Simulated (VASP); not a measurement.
Data:

```
CELL_PARAMETERS angstrom
      0.00000     3.32529     3.32529
      3.32529     0.00000     3.32529
      3.32529     3.32529     0.00000
ATOMIC_POSITIONS crystal
  Na 0.25000 0.25000 0.25000
  Na 0.75000 0.75000 0.75000
  S  0.00000 0.00000 0.00000
```

Level of theory: optB86b-vdW, VASP's PBE PAW potentials (set 64) (plane waves; VASP). Numerical set-up: 520 eV cut-off, 6×6×6 Γ-centred mesh, Gaussian smearing of 0.050 eV, potentials Na_pv S.

Give the stress tensor in GPa (positive for a compressed cell).

```
-1.56   0.00   0.00
 0.00  -1.56   0.00
 0.00   0.00  -1.56
```
The pressure is its mean diagonal, -1.56 GPa.

The compound is Na2S in the antifluorite structure. This cell is one point of a volume scan, at 1.06 of the reference volume.
